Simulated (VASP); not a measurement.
Crystal: Mo.

```
Mo
1.0
    -1.57342    1.57342    1.57342
     1.57342   -1.57342    1.57342
     1.57342    1.57342   -1.57342
Mo
1
Direct
  0.00000 0.00000 0.00000
```

| Property | Result |
| --- | --- |
| Program | VASP 6.6.1 |
| Task | relaxation of cell and atoms |
| Functional | PBE |
| Dispersion | D3(BJ) |
| Potentials or basis | VASP PAW PBE potentials, release 64 (Mo_sv) |
| Cutoff | 520 eV |
| k mesh | 18 × 18 × 18 |
| Occupations | gaussian, width 0.1 eV |
| Spin | no spin polarisation |

At the start: pressure -3.7 GPa; volume 15.58 Å³/atom.

Where does the relaxation end?

Over 6 steps the energy falls by 2.5 meV/atom and the volume is 15.37 Å³/atom (-1.4 %); space group Im-3m (No. 229, to 0.05 Å).

Step by step:
```
step  energy change (eV)  largest force (eV/Å)  pressure (GPa)  volume (Å³)
   1              0.0000                0.0000           -3.71        15.58
   2              0.0181                0.0000           11.73        14.78
   3             -0.0025                0.0000           -0.05        15.37
   4             -0.0025                0.0000            0.03        15.37
   5             -0.0025                0.0000           -0.06        15.37
   6             -0.0025                0.0000            0.00        15.37
```

Final structure:
```xyz
1
Lattice="-1.5662 1.5662 1.5662 1.5662 -1.5662 1.5662 1.5662 1.5662 -1.5662" Properties=species:S:1:pos:R:3 pbc="T T T"
Mo    1.5662    1.5662   -1.5662
```

Caveat: pairwise dispersion overbinds metals, which lowers pressure and volume.
